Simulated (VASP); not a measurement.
## A VASP study of BaTi2Bi2O (PBEsol): structure first, properties next

Wanted: the relaxed cell of BaTi2Bi2O and its properties. The steps: relaxing cell and atoms (PBEsol), second relaxation, single point with fields (PBEsol), band structure (PBEsol), total and projected DOS (PBEsol), electric field gradients (PBEsol) and independent-particle dielectric function (PBEsol). The start is a computed cell from the Materials Project.

Main program and level: VASP 6.6.1; PBEsol, no spin polarisation; plane waves and PAW (Ba_sv, Ti_sv, Bi_d, O).

Most raw output is cut from this account.

## 1. Starting point

Before any relaxation, the start is as follows. It takes space group P4/mmm (No. 123, tetragonal). Conventional cell: a = 4.115 Å, b = 4.115 Å, c = 8.707 Å, α = 90.00°, β = 90.00°, γ = 90.00°. Nearest to Ba lie 8 Bi at 3.65 Å. Ti has 2 O at 2.06 Å nearest. Nearest to Bi lie 4 Ti at 2.98 Å. Nearest to O lie 4 Ti at 2.06 Å. Farther neighbours and most contacts between anions are not listed.

## 2. Relaxing cell and atoms (PBEsol)

The start need not lie at this functional's minimum. ISIF = 3 frees volume, shape and positions, and EDIFFG sets the threshold on forces and stress at which the search stops. PBEsol restores the gradient expansion of exchange and is tuned for the cells of solids.

Contents of INCAR:

```
SYSTEM = BaTi2Bi2O
PREC = Accurate
ENCUT = 520
EDIFF = 1E-06
NELM = 100
ISMEAR = 0
SIGMA = 0.05
LREAL = .FALSE.
ALGO = Normal
GGA = PS
NBANDS = 43
LASPH = .TRUE.
LORBIT = 11
LWAVE = .FALSE.
LCHARG = .FALSE.
KPAR = 4
IBRION = 2
NSW = 60
ISIF = 3
EDIFFG = -0.01
```

Contents of POSCAR:

```
BaTi2Bi2O
1.0
    4.1153140000      0.0000000000      0.0000000000
    0.0000000000      4.1153140000      0.0000000000
    0.0000000000      0.0000000000      8.7072780000
Ba Ti Bi O
1 2 2 1
Direct
    0.5000000000      0.5000000000      0.5000000000
    0.0000000000      0.5000000000      0.0000000000
    0.5000000000      0.0000000000      0.0000000000
    0.0000000000      0.0000000000      0.2475640000
    0.0000000000      0.0000000000      0.7524360000
    0.5000000000      0.5000000000      0.0000000000
```

Contents of KPOINTS:

```
Automatic mesh
0
Gamma
7 7 3
0 0 0
```

Potentials, in the order of the species: Ba_sv, Ti_sv, Bi_d and O (PBE family, release 64).

Run with:

```
> mpirun -np 4 vasp_std
```

It took 3.6 min on 4 MPI ranks of Intel Xeon Platinum 8124M at 3.00GHz (Skylake/Cascade Lake), shared host; peak memory 1.4 GiB; 14 min of CPU time.

This run has no spin polarisation, although Ti can carry a moment. The k-mesh is coarse for a metal. Harder data sets than Ba_sv exist (the GW ones), and pressures, volumes and forces can shift noticeably with them. The PAW data sets were made with PBE, which is usual practice but a small mismatch for other functionals. The run keeps the 16 symmetry operations of its start, so it cannot find a distortion of lower symmetry.

Step by step:

```
step  energy less that of the first step (eV)  largest force (eV/Å)  pressure (GPa)  volume (Å³)
   1                                   0.0000                0.2350           -3.60       147.46
   2                                  -0.0392                0.3109            2.96       135.99
   3                                  -0.0824                0.0645           -0.04       140.62
   4                                  -0.0824                0.0713            0.03       140.49
   5                                  -0.0835                0.0649            0.04       140.34
   6                                  -0.0847                0.0506            0.06       139.98
   7                                  -0.0849                0.0009           -0.09       140.19
   8                                  -0.0849                0.0090           -0.09       140.15
   9                                  -0.0849                0.0102            0.05       139.91
  10                                  -0.0850                0.0000            0.04       140.03
```

```
conventional cell, symmetrised  before  after  change
                         a (Å)   4.115  4.057  -1.4 %
                         b (Å)   4.115  4.057  -1.4 %
                         c (Å)   8.707  8.508  -2.3 %
              volume (Å³/atom)   24.58  23.34  -5.0 %
```

Final coordinates:

```cif
data_structure
_symmetry_space_group_name_H-M 'P 1'
_symmetry_Int_Tables_number 1
_cell_length_a 4.0570
_cell_length_b 4.0570
_cell_length_c 8.5078
_cell_angle_alpha 90.000
_cell_angle_beta 90.000
_cell_angle_gamma 90.000
_cell_volume 140.03
loop_
_atom_site_label
_atom_site_type_symbol
_atom_site_fract_x
_atom_site_fract_y
_atom_site_fract_z
_atom_site_occupancy
Ba1 Ba 0.50000 0.50000 0.50000 1
Ti2 Ti 0.00000 0.50000 0.00000 1
Ti3 Ti 0.50000 0.00000 0.00000 1
Bi4 Bi 0.00000 0.00000 0.24850 1
Bi5 Bi 0.00000 0.00000 0.75150 1
O6 O 0.50000 0.50000 0.00000 1
```

Numbers from this step:

- electrons: 70
- bands: 43
- irreducible k points: 20
- symmetry operations: 16
- free energy (TOTEN): -40.39 eV
- energy at zero smearing: -40.39 eV
- Fermi energy: 6.921 eV
- pressure: 0.04158 GPa
- metallic: yes
- SCF cycles over all ionic steps: 94

It ends with forces under 0.001 eV/Å and a pressure of 0.04 GPa.

## 3. Second relaxation

The basis stayed that of the start cell while the cell moved. A rerun from the cell reached resets it; the error of the finite cutoff stays.

INCAR is that of step 2.

Contents of POSCAR:

```
BaTi2Bi2O
1.0
    4.0570174679      0.0000000000      0.0000000000
    0.0000000000      4.0570174679      0.0000000000
    0.0000000000      0.0000000000      8.5078441849
Ba Ti Bi O
1 2 2 1
Direct
    0.5000000000      0.5000000000      0.5000000000
    0.0000000000      0.5000000000      0.0000000000
    0.5000000000      0.0000000000      0.0000000000
    0.0000000000      0.0000000000      0.2485024431
    0.0000000000      0.0000000000      0.7514975569
    0.5000000000      0.5000000000      0.0000000000
```

KPOINTS is that of step 2.

Run with:

```
> mpirun -np 4 vasp_std
```

It took 34 s on 4 MPI ranks; peak memory 1.3 GiB.

Little changed from the start: no atom moved by 0.005 Å and no cell edge by 0.1 %.

Numbers from this step:

- pressure: -0.01976 GPa
- SCF cycles over all ionic steps: 16

It ends with a largest force of 0.001 eV/Å and a pressure of -0.02 GPa. The volume moved by under 0.01 %: the run met its threshold at the first step.

## 4. Single point with fields (PBEsol)

A single point on the relaxed cell gives a clean self-consistent state, with density, ELF and potential written out.

INCAR: that of step 3 with these lines changed.

```diff
@@ -14,7 +14,5 @@
 LWAVE = .FALSE.
-LCHARG = .FALSE.
-KPAR = 4
-IBRION = 2
-NSW = 60
-ISIF = 3
-EDIFFG = -0.01
+LCHARG = .TRUE.
+ISIF = 2
+LELF = .TRUE.
+LVHAR = .TRUE.
```

POSCAR is that of step 3.

KPOINTS is that of step 3.

Run with:

```
> mpirun -np 4 vasp_std
```

It took 36 s on 4 MPI ranks; peak memory 0.76 GiB; 2.3 min of CPU time.

Numbers from this step:

| Property | Result |
| --- | --- |
| electronic steps | 16 |
| bands | 44 |
| pressure | -0.01987 GPa |

Valence electrons inside each PAW sphere by angular momentum. Sphere charges, by row:

```
atom  s (e)  p (e)  d (e)  tot (e)
 Ba1  2.014  5.565  0.365    7.944
 Ti2  2.175  6.141  1.966    10.28
 Ti3  2.175  6.141  1.966    10.28
 Bi4  1.439  1.686  9.898    13.02
 Bi5  1.439  1.686  9.898    13.02
  O6  1.559  3.463      0    5.022
```

ELF in the ac plane at fractional y = 0.500, with atoms of Ba and Ti and O within 0.2 Å of it. It is the smooth field of the valence electrons, not physical close to the nuclei.

Ten even steps from '0' (0.02) to '9' (0.95), each cell a mean:
```
97315876883158
53103788861024
11001355430001
11100011100011
32210000000122
32210000001122
22110000000122
11100112100011
11002577641001
00137899986200
00268987898510
00379865788610
00379876788610
00158988997300
00015788873100
11001244320011
22100000000112
22210000000122
32210000001123
22110000000112
11000133210001
32002577651012
76204887872136
99415864783169
```
Columns run along a (4.1 Å), rows up along c (8.5 Å). Atoms in or near the plane, at fractional coordinates: Ba at (0.50, 0.50), Ti at (0.00, 0.00), O at (0.50, 0.00).

Valence density in the ac plane at fractional y = 0.500, with atoms of Ba and Ti and O within 0.2 Å of it. It is the smooth field of the valence electrons, not physical close to the nuclei.

Ten steps, logarithmic in the rise over the least value, from '_' (0 e/Å³) to '@' (12 e/Å³), each cell a mean:
```
@@%%++--==++##%%##++--==##%%
**++--::::--++++==--::::==**
--::........::::::......::::
....____________________....
....______________________..
..__________________________
____________________________
____________......__________
________..::----::::..______
______..--====++====::..____
____..::==++++==++++==::____
____..--==++==--==++==::..__
____..--==++====++++==::..__
____..::====++++++==--::____
______..::--====----....____
________............________
____________________________
____________________________
....______________________..
....____________________....
::....____..........____....
++==::..::--====--::....--==
%%##++----++**##**==----**##
@@@@**====**%%%%##++--==##@@
```
Columns run along a (4.1 Å), rows up along c (8.5 Å). Atoms in or near the plane, at fractional coordinates: Ba at (0.50, 0.50), Ti at (0.00, 0.00), O at (0.50, 0.00).

Electrostatic potential energy in the ac plane at fractional y = 0.500, with atoms of Ba and Ti and O within 0.2 Å of it. With pseudopotentials it is smooth inside the atoms' cores, unlike the true potential.

Ten even steps from '0' (-55 eV) to '9' (3 eV), each cell a mean:
```
00368610278610
23689976899842
77899999999987
99999999999999
99999999999999
99999999999999
99999999999999
99999988999999
99998877788999
99987766678899
99876654567899
99876543457789
99876544457889
99887655667899
99988777778999
99999888889999
99999999999999
99999999999999
99999999999999
99999999999999
88999999999988
45789998999865
01478732588620
00268400168500
```
Columns run along a (4.1 Å; values clipped at the 3rd and 97th percentile), rows up along c (8.5 Å). Atoms in or near the plane, at fractional coordinates: Ba at (0.50, 0.50), Ti at (0.00, 0.00), O at (0.50, 0.00).

In this run the pressure is -0.02 GPa, small enough to go on.

## 5. Band structure (PBEsol)

Levels along the symmetry lines show where the bands peak and cross; KPOINTS_OPT computes them in the converged potential.

Contents of INCAR:

```
SYSTEM = BaTi2Bi2O
PREC = Accurate
ENCUT = 520
EDIFF = 1E-06
NELM = 100
ISMEAR = 0
SIGMA = 0.05
LREAL = .FALSE.
ALGO = Normal
GGA = PS
NBANDS = 53
LASPH = .TRUE.
LORBIT = 11
LWAVE = .FALSE.
LCHARG = .FALSE.
KPAR = 4
```

POSCAR is that of step 4.

KPOINTS is that of step 4.

Contents of KPOINTS_OPT:

```
Line mode
16
Line-mode
Reciprocal
  0.00000000   0.00000000   0.00000000 GAMMA
  0.00000000   0.50000000   0.00000000 X

  0.00000000   0.50000000   0.00000000 X
  0.50000000   0.50000000   0.00000000 M

  0.50000000   0.50000000   0.00000000 M
  0.00000000   0.00000000   0.00000000 GAMMA

  0.00000000   0.00000000   0.00000000 GAMMA
  0.00000000   0.00000000   0.50000000 Z

  0.00000000   0.00000000   0.50000000 Z
  0.00000000   0.50000000   0.50000000 R

  0.00000000   0.50000000   0.50000000 R
  0.50000000   0.50000000   0.50000000 A

  0.50000000   0.50000000   0.50000000 A
  0.00000000   0.00000000   0.50000000 Z

  0.00000000   0.50000000   0.00000000 X
  0.00000000   0.50000000   0.50000000 R

  0.50000000   0.50000000   0.00000000 M
  0.50000000   0.50000000   0.50000000 A
```

Run with:

```
> mpirun -np 4 vasp_std
```

Run time: 2.8 min. Hardware: 4 MPI ranks; peak memory 1.6 GiB; 11 min of CPU time.

Spin-orbit coupling is off here; with elements this heavy it splits and shifts levels by tenths of an eV or more.

This step gave:

| Property | Result |
| --- | --- |
| bands | 53 |
| pressure | -0.01363 GPa |

Electronic bands along the path, in eV, zero at the Fermi level; # counts the bands kept:

```
          point     #7     #8     #9    #10    #11   #12   #13   #14
              Γ  -1.54  -1.31  -0.31  -0.08   0.35  0.35  0.85  1.18
0.47 of the way  -1.57  -1.21  -1.04  -0.81   0.40  0.86  0.89  1.15
              X  -1.92  -0.96  -0.96   0.11   0.20  0.28  0.85  0.88
0.53 of the way  -2.60  -2.16  -1.25  -0.17   0.13  1.09  1.31  1.40
              M  -3.09  -3.09  -1.91  -0.12  -0.12  1.45  1.62  1.70
0.47 of the way  -2.32  -2.29  -0.71  -0.59   0.56  0.82  0.93  1.14
              Γ  -1.54  -1.31  -0.31  -0.08   0.35  0.35  0.85  1.18
0.47 of the way  -1.83  -1.54  -0.37  -0.03   0.08  0.08  0.75  1.21
              Z  -1.76  -1.54  -0.35  -0.17  -0.17  0.05  0.62  1.22
0.47 of the way  -1.54  -1.50  -1.21   0.03   0.27  0.39  0.84  1.35
              R  -2.19  -1.19  -0.77   0.29   0.31  0.76  0.88  1.54
0.53 of the way  -2.67  -2.40  -1.86   0.08   0.14  1.02  1.31  1.44
              A  -2.36  -2.36  -1.76  -0.21  -0.21  1.35  1.35  1.50
0.47 of the way  -2.32  -2.04  -1.90  -0.38   0.82  1.00  1.03  1.13
              Z  -1.76  -1.54  -0.35  -0.17  -0.17  0.05  0.62  1.22
      jump to X  -1.92  -0.96  -0.96   0.11   0.20  0.28  0.85  0.88
0.47 of the way  -2.04  -1.11  -0.83   0.20   0.28  0.48  0.88  1.05
              R  -2.19  -1.19  -0.77   0.29   0.31  0.76  0.88  1.54
      jump to M  -3.09  -3.09  -1.91  -0.12  -0.12  1.45  1.62  1.70
0.53 of the way  -2.61  -2.61  -1.83  -0.16  -0.16  1.49  1.62  1.67
              A  -2.36  -2.36  -1.76  -0.21  -0.21  1.35  1.35  1.50
```

Of the projections kept (Ba, Ti, Bi, O), the largest for each band there; the rest of the weight can lie on other orbitals:

```
point       #7       #8       #9      #10      #11      #12      #13      #14
    Γ  Ti 1.00  Ti 0.80  Bi 0.81  Ba 0.70  Bi 0.86  Bi 0.86  Ti 0.86  Ti 0.91
    X  Bi 0.51  Ti 0.64  Ti 0.60  Ti 0.92  Ba 0.66  Ti 0.99  Ti 0.53  Ti 0.99
    M  Bi 0.75  Bi 0.75  Ti 0.53  Ti 0.96  Ti 0.96  Ba 0.77  Ti 0.99  Ti 1.00
    Γ  Ti 1.00  Ti 0.80  Bi 0.81  Ba 0.70  Bi 0.86  Bi 0.86  Ti 0.86  Ti 0.91
    Z  Ti 0.67  Ti 1.00  Ti 0.84  Bi 0.73  Bi 0.73  Ba 0.96  Ti 0.96  Ti 0.95
    R  Bi 0.58  Ti 0.53  Ti 0.75  Ti 0.99  Ti 0.92  Ba 0.73  Ti 0.99  Ti 0.49
```

There is no gap at this level.

## 6. Total and projected DOS (PBEsol)

Here the states are counted by energy and projected on the atoms. The mesh is finer than in the run before.

INCAR: that of step 5 with these lines changed.

```diff
@@ -5,3 +5,3 @@
 NELM = 100
-ISMEAR = 0
+ISMEAR = -5
 SIGMA = 0.05
@@ -16 +16,2 @@
 KPAR = 4
+NEDOS = 2001
```

POSCAR is that of step 5.

Contents of KPOINTS:

```
Automatic mesh
0
Gamma
10 10 5
0 0 0
```

Run with:

```
> mpirun -np 4 vasp_std
```

Wall time 1.9 min (4 MPI ranks); peak memory 2.1 GiB.

With tetrahedra the forces and stress of a metal are not exact derivatives of the energy.

Numbers from this step:

* electronic steps: 18
* irreducible k points: 63
* free energy (TOTEN): -40.38 eV
* Fermi energy: 6.944 eV
* pressure: -0.02222 GPa
* DOS at the Fermi level: 3.148 states/eV/cell

[end of part 1 of 2]

[Lines on the potential files, build, host, timing and source positions are cut from VASP's logs without a mark.]

[Logs are printed without paths, hosts, clocks, repeated set-up lines and the standing remarks that a program may print on its own settings, such as how far it seeks lower states.]

[Hosts, paths, dates, database ids (printed as entryN), source tags and the programs' standing remarks are cut or masked in the printed files.]

[A measured line is paired with the nearest computed mode of its activity, which favours agreement.]
